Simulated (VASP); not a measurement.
Computed with TPSS meta-GGA, VASP's PBE PAW potentials (set 64) (plane waves; VASP).

VASP ran on this input.

**INCAR**
```
LASPH  =  T
LREAL  =  F   ! projection in real space or not
LMIXTAU  =  T
LMAXMIX  =  6
NELM  =  100   ! most electronic steps
EDIFF  =  1E-7   ! SCF stop (eV)
NEDOS  =  601   ! DOS grid
METAGGA  =  TPSS
LCHARG  =  F
LEFG  =  T
LWAVE  =  F
ENCUT  =  520   ! plane-wave cut-off (eV)
ISIF  =  2
SYSTEM  =  HfO2
LORBIT  =  11   ! lm-projected
PREC  =  Accurate
ISMEAR  =  -5   ! tetrahedra, Bloechl
ALGO  =  Normal   ! blocked Davidson
```

File KPOINTS:
```
Regular mesh
0
Gamma
 9 9 9
0 0 0
```

### POSCAR
```
HfO2
1.0
  0.0000000000   2.5291806371   2.5291806371
  2.5291806371   0.0000000000   2.5291806371
  2.5291806371   2.5291806371   0.0000000000
Hf O
1 2
Cartesian
  0.0000000000   0.0000000000   0.0000000000
  1.2645903186   1.2645903186   1.2645903186
  3.7937709557   3.7937709557   3.7937709557
```

KPOINTS_OPT:
```
k-points along high-symmetry lines
10
Line-mode
Reciprocal
  0.000000   0.000000   0.000000 ! GAMMA
  0.500000   0.000000   0.500000 ! X

  0.500000   0.000000   0.500000 ! X
  0.625000   0.250000   0.625000 ! U

  0.375000   0.375000   0.750000 ! K
  0.000000   0.000000   0.000000 ! GAMMA

  0.000000   0.000000   0.000000 ! GAMMA
  0.500000   0.500000   0.500000 ! L

  0.500000   0.500000   0.500000 ! L
  0.500000   0.250000   0.750000 ! W

  0.500000   0.250000   0.750000 ! W
  0.500000   0.000000   0.500000 ! X
```

POTCAR, in this order: Hf_pv O (PBE.64 set). Program: vasp_std.

Unless said otherwise, spin-orbit coupling is left out, though it shifts the bands of the heavy elements here.

### Question
Estimate the energy per atom (σ→0), band gap (over mesh and band path).

### Answer

```
Quantity                                             Result
----------------------------------  -----------------------
energy per atom (σ→0)               -1179.8 kJ/mol of atoms
band gap (over mesh and band path)                  3.88 eV
```

File OSZICAR:
```
...
DAV:  17    -0.366833824995E+02   -0.55879E-05   -0.17612E-05  1309   0.395E-02    0.250E-02
DAV:  18    -0.366833845407E+02   -0.20412E-05   -0.82603E-06  1302   0.252E-02    0.235E-02
DAV:  19    -0.366833839018E+02    0.63893E-06   -0.60798E-06  1134   0.192E-02    0.743E-03
DAV:  20    -0.366833846612E+02   -0.75942E-06   -0.47961E-07  1232   0.755E-03    0.218E-03
DAV:  21    -0.366833847518E+02   -0.90587E-07   -0.36782E-08   742   0.230E-03
   1 F= -.36683385E+02 E0= -.36683385E+02  d E =0.000000E+00
       N       E                     dE             ncg
       N       E                     dE             ncg
```

The compound is HfO2 in the fluorite structure, the high-temperature cubic form, which is unstable at 0 K; the monoclinic form is the stable one. It was relaxed first.
